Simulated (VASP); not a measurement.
Given:

```xyz
2
Lattice="1.3861 -2.4008 0.0000 1.3861 2.4008 0.0000 0.0000 0.0000 4.4856" Properties=species:S:1:pos:R:3 pbc="T T T"
Re     1.3861     0.8003     1.1214
Re     1.3861    -0.8003     3.3642
```

Calculation: PBE GGA, VASP's PBE PAW potentials (set 64) (plane waves; VASP). Settings: 480 eV cut-off, 14×14×8 Γ-centred mesh, first-order Methfessel-Paxton smearing of 0.10 eV, potentials Re.

Each relaxation starts from this cell; other phases were not tried.

Problem. The cell is relaxed at 5 GPa. What happens?

Solution. The volume per atom goes from 14.93 to 14.74 Å³ (-1.3 %), and the cell becomes a = b = 2.761 Å, c = 4.467 Å, α = β = 90.00°, γ = 120.00°, space group P6_3/mmc.

Problem. The cell is relaxed at 15 GPa. What happens?

Solution. The volume per atom goes from 14.93 to 14.39 Å³ (-3.6 %), and the cell becomes a = 2.7385 Å, b = 2.7385 Å, c = 4.4318 Å, α = 90.00°, β = 90.00°, γ = 120.00°, space group P6_3/mmc.

Failed runs are left out, and for metals the shear rows, which the mesh's noise covers.

The compound is Re in the hcp structure.
